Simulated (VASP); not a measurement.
Computed with PBE GGA, VASP's PBE PAW potentials (set 64) (plane waves; VASP).

VASP ran on this input.

### INCAR
```
! general
SYSTEM   = KZnF3
PREC     = Accurate
ENCUT    = 520
LREAL    = .FALSE.
LASPH    = .TRUE.

! electronic loop
EDIFF    = 1E-8
NELM     = 100
ALGO     = Normal
LMAXMIX  = 4

! smearing
ISMEAR   = 0
SIGMA    = 0.01

! functional
GGA      = PE

! output
LWAVE    = .FALSE.
LCHARG   = .FALSE.

! other
LEPSILON = .TRUE.
```

### POSCAR
```
KZnF3
1
    4.1288031481     0.0000000000     0.0000000000
    0.0000000000     4.1288031481     0.0000000000
    0.0000000000     0.0000000000     4.1288031481
K Zn F
1 1 3
Direct
  0.0000000000   0.0000000000   0.0000000000
  0.5000000000   0.5000000000   0.5000000000
  0.5000000000   0.0000000000   0.5000000000
  0.0000000000   0.5000000000   0.5000000000
  0.5000000000   0.5000000000   0.0000000000
```

**KPOINTS**
```
Automatic mesh
0
Gamma
6 6 6
0 0 0
```

POTCAR, in this order: K_sv Zn F (PBE.64 set). Program: vasp_std.

What VASP printed:

OSZICAR:
```
...
 Linear response to external field (no local field effect), progress :
  Direction:   2
       N       E                     dE             d eps       ncg     rms          rms(c)
RMM:   1    -0.287536654312E+00   -0.28754E+00   -0.68213E-01  1777   0.422E+00
RMM:   2    -0.294369091568E+00   -0.68324E-02   -0.26637E-02  1885   0.110E+00
RMM:   3    -0.297176290141E+00   -0.28072E-02   -0.95813E-03  2060   0.324E-01
RMM:   4    -0.297686069537E+00   -0.50978E-03   -0.15776E-03  2104   0.120E-01
RMM:   5    -0.297783756131E+00   -0.97687E-04   -0.36406E-04  2125   0.530E-02
RMM:   6    -0.297802218331E+00   -0.18462E-04   -0.81904E-05  2018   0.246E-02
RMM:   7    -0.297806465718E+00   -0.42474E-05   -0.26172E-05  1847   0.123E-02
RMM:   8    -0.297807536582E+00   -0.10709E-05   -0.97604E-06  1698   0.621E-03
RMM:   9    -0.297807820047E+00   -0.28346E-06   -0.17056E-06  1624   0.328E-03
RMM:  10    -0.297807904784E+00   -0.84736E-07   -0.59899E-07  1610   0.180E-03
RMM:  11    -0.297807934051E+00   -0.29267E-07   -0.38276E-07  1550   0.107E-03
RMM:  12    -0.297807945806E+00   -0.11755E-07   -0.22989E-07  1505   0.687E-04
RMM:  13    -0.297807950280E+00   -0.44741E-08   -0.36069E-08  1399   0.481E-04
 Linear response to external field (no local field effect), progress :
  Direction:   3
       N       E                     dE             d eps       ncg     rms          rms(c)
RMM:   1    -0.264241509852E+00   -0.26424E+00   -0.59271E-01  1692   0.424E+00
RMM:   2    -0.271362790588E+00   -0.71213E-02   -0.27677E-02  1810   0.109E+00
RMM:   3    -0.273841803593E+00   -0.24790E-02   -0.73314E-03  1962   0.294E-01
RMM:   4    -0.274250954239E+00   -0.40915E-03   -0.12969E-03  1979   0.100E-01
RMM:   5    -0.274329986060E+00   -0.79032E-04   -0.28162E-04  1991   0.425E-02
RMM:   6    -0.274345208350E+00   -0.15222E-04   -0.66555E-05  1849   0.193E-02
RMM:   7    -0.274348492913E+00   -0.32846E-05   -0.18804E-05  1617   0.960E-03
RMM:   8    -0.274349380297E+00   -0.88738E-06    0.17365E-06  1482   0.483E-03
RMM:   9    -0.274349583444E+00   -0.20315E-06   -0.19188E-07  1410   0.256E-03
RMM:  10    -0.274349646262E+00   -0.62818E-07   -0.10310E-06  1390   0.140E-03
RMM:  11    -0.274349666311E+00   -0.20050E-07   -0.50302E-08  1329   0.841E-04
RMM:  12    -0.274349674146E+00   -0.78351E-08    0.10712E-07  1310   0.560E-04
RMM:  13    -0.274349677204E+00   -0.30572E-08   -0.89701E-08  1242   0.414E-04
 Linear response to external field, progress :
  Direction:   1
       N       E                     dE             d eps       ncg     rms          rms(c)
RMM:   1    -0.267843356125E+00   -0.26784E+00   -0.60144E-01  3472   0.415E+00
RMM:   2    -0.274453275107E+00   -0.66099E-02   -0.26582E-02  3564   0.103E+00    0.851E-01
RMM:   3    -0.267211186854E+00    0.72421E-02   -0.21190E-02  3363   0.717E-01    0.453E-01
RMM:   4    -0.275474141065E+00   -0.82630E-02   -0.99816E-03  3380   0.580E-01    0.141E-01
RMM:   5    -0.282056013152E+00   -0.65819E-02   -0.26064E-03  3757   0.261E-01    0.272E-02
RMM:   6    -0.282474412585E+00   -0.41840E-03   -0.45678E-04  3802   0.812E-02    0.246E-02
RMM:   7    -0.283120155106E+00   -0.64574E-03   -0.10749E-04  3710   0.459E-02    0.995E-03
RMM:   8    -0.282960532679E+00    0.15962E-03   -0.40716E-05  3850   0.233E-02    0.299E-03
RMM:   9    -0.282995835173E+00   -0.35302E-04   -0.12710E-05  4175   0.102E-02    0.205E-03
RMM:  10    -0.282999686863E+00   -0.38517E-05   -0.21807E-06  4004   0.435E-03    0.159E-03
RMM:  11    -0.283005344175E+00   -0.56573E-05   -0.28011E-07  3898   0.251E-03    0.253E-04
RMM:  12    -0.283008420389E+00   -0.30762E-05    0.29771E-07  3716   0.136E-03    0.557E-05
RMM:  13    -0.283008700854E+00   -0.28047E-06   -0.16213E-07  3270   0.764E-04    0.266E-05
RMM:  14    -0.283009015309E+00   -0.31445E-06    0.15697E-07  2948   0.495E-04    0.177E-05
RMM:  15    -0.283009034992E+00   -0.19683E-07    0.56161E-08  2774   0.366E-04    0.241E-05
RMM:  16    -0.283008975740E+00    0.59252E-07   -0.28947E-09  2467   0.298E-04    0.209E-05
RMM:  17    -0.283009072674E+00   -0.96935E-07   -0.24168E-08  2276   0.263E-04    0.462E-06
 Linear response to external field, progress :
  Direction:   2
       N       E                     dE             d eps       ncg     rms          rms(c)
RMM:   1    -0.267989353942E+00   -0.26799E+00   -0.60290E-01  3472   0.415E+00
RMM:   2    -0.274461429511E+00   -0.64721E-02   -0.26697E-02  3567   0.103E+00    0.851E-01
RMM:   3    -0.267217293842E+00    0.72441E-02   -0.21275E-02  3363   0.717E-01    0.453E-01
RMM:   4    -0.275471781830E+00   -0.82545E-02   -0.99644E-03  3379   0.579E-01    0.141E-01
RMM:   5    -0.282051897332E+00   -0.65801E-02   -0.26012E-03  3756   0.261E-01    0.272E-02
RMM:   6    -0.282473830811E+00   -0.42193E-03   -0.45543E-04  3798   0.811E-02    0.246E-02
RMM:   7    -0.283120205831E+00   -0.64638E-03   -0.10670E-04  3711   0.459E-02    0.101E-02
RMM:   8    -0.282960080587E+00    0.16013E-03   -0.37889E-05  3852   0.233E-02    0.287E-03
RMM:   9    -0.282996244052E+00   -0.36163E-04   -0.89191E-06  4160   0.102E-02    0.197E-03
RMM:  10    -0.282999368493E+00   -0.31244E-05   -0.44140E-07  3984   0.440E-03    0.147E-03
RMM:  11    -0.283005711160E+00   -0.63427E-05   -0.99466E-08  3878   0.251E-03    0.235E-04
RMM:  12    -0.283008235034E+00   -0.25239E-05   -0.19913E-07  3707   0.137E-03    0.480E-05
RMM:  13    -0.283008593215E+00   -0.35818E-06   -0.57610E-08  3209   0.764E-04    0.413E-05
RMM:  14    -0.283009020116E+00   -0.42690E-06    0.35693E-09  2973   0.495E-04    0.138E-05
RMM:  15    -0.283008950519E+00    0.69597E-07    0.14007E-08  2698   0.361E-04    0.405E-05
RMM:  16    -0.283008972092E+00   -0.21573E-07   -0.14462E-08  2455   0.292E-04    0.239E-05
RMM:  17    -0.283009067196E+00   -0.95104E-07    0.26890E-08  2300   0.256E-04    0.728E-06
 Linear response to external field, progress :
  Direction:   3
       N       E                     dE             d eps       ncg     rms          rms(c)
RMM:   1    -0.267808001909E+00   -0.26781E+00   -0.60108E-01  3458   0.414E+00
RMM:   2    -0.274457055640E+00   -0.66491E-02   -0.26759E-02  3545   0.103E+00    0.851E-01
RMM:   3    -0.267233958071E+00    0.72231E-02   -0.21293E-02  3353   0.715E-01    0.453E-01
RMM:   4    -0.275485218565E+00   -0.82513E-02   -0.99329E-03  3367   0.578E-01    0.141E-01
RMM:   5    -0.282059958091E+00   -0.65747E-02   -0.25668E-03  3734   0.259E-01    0.271E-02
RMM:   6    -0.282473985993E+00   -0.41403E-03   -0.44292E-04  3768   0.795E-02    0.245E-02
RMM:   7    -0.283118429753E+00   -0.64444E-03   -0.10553E-04  3678   0.451E-02    0.981E-03
RMM:   8    -0.282961106019E+00    0.15732E-03   -0.40621E-05  3821   0.227E-02    0.287E-03
RMM:   9    -0.282996011876E+00   -0.34906E-04   -0.89893E-06  4139   0.988E-03    0.198E-03
RMM:  10    -0.283000237568E+00   -0.42257E-05   -0.89911E-07  3982   0.421E-03    0.147E-03
RMM:  11    -0.283005438717E+00   -0.52011E-05   -0.13004E-06  3864   0.240E-03    0.260E-04
RMM:  12    -0.283008176448E+00   -0.27377E-05    0.17237E-08  3662   0.130E-03    0.356E-05
RMM:  13    -0.283008602682E+00   -0.42623E-06   -0.19304E-07  3244   0.742E-04    0.333E-05
RMM:  14    -0.283008993570E+00   -0.39089E-06    0.26469E-08  2925   0.485E-04    0.202E-05
RMM:  15    -0.283008994365E+00   -0.79455E-09    0.18645E-08  2675   0.364E-04    0.271E-05
```

**OUTCAR**
```
------------------------ aborting loop because EDIFF is reached ----------------------------------------

 HEAD OF MICROSCOPIC STATIC DIELECTRIC TENSOR (INDEPENDENT PARTICLE, excluding Hartree and local field effects)
 ------------------------------------------------------
           2.426130    -0.000000    -0.000000
          -0.000000     2.426130    -0.000000
          -0.000000     0.000000     2.426130
 ------------------------------------------------------

 MACROSCOPIC STATIC DIELECTRIC TENSOR (including local field effects in DFT)
 ------------------------------------------------------
           2.352212     0.000000     0.000000
           0.000000     2.352212     0.000000
           0.000000    -0.000000     2.352212
 ------------------------------------------------------

 PIEZOELECTRIC TENSOR (including local field effects)  for field in x, y, z        (e  Angst)
          XX          YY          ZZ          XY          YZ          ZX
  --------------------------------------------------------------------------------
  x     0.00000     0.00000     0.00000     0.00000     0.00000     0.00000
  y     0.00000     0.00000     0.00000     0.00000     0.00000     0.00000
  z     0.00000     0.00000     0.00000     0.00000     0.00000     0.00000

 PIEZOELECTRIC TENSOR (including local field effects)  for field in x, y, z        (C/m^2)
          XX          YY          ZZ          XY          YZ          ZX
  --------------------------------------------------------------------------------
  x     0.00000     0.00000     0.00000     0.00000     0.00000     0.00000
  y     0.00000     0.00000     0.00000     0.00000     0.00000     0.00000
  z     0.00000     0.00000     0.00000     0.00000     0.00000     0.00000

 BORN EFFECTIVE CHARGES (including local field effects) (in |e|, cummulative output)
 ---------------------------------------------------------------------------------
 ion    1
    1     1.18706     0.00000    -0.00000
    2     0.00000     1.18706     0.00000
    3     0.00000     0.00000     1.18706
 ion    2
    1     2.32430     0.00000    -0.00000
    2     0.00000     2.32430     0.00000
    3     0.00000     0.00000     2.32430
 ion    3
    1    -0.89595    -0.00000    -0.00000
    2     0.00000    -1.71946    -0.00000
    3    -0.00000    -0.00000    -0.89595
 ion    4
    1    -1.71946     0.00000     0.00000
    2    -0.00000    -0.89595    -0.00000
    3    -0.00000    -0.00000    -0.89595
 ion    5
    1    -0.89595     0.00000    -0.00000
    2    -0.00000    -0.89595    -0.00000
    3    -0.00000    -0.00000    -1.71946
```
(Selected blocks of OUTCAR.)

The compound is KZnF3 in the cubic perovskite structure. It was relaxed first, which changed the volume by +6 %.
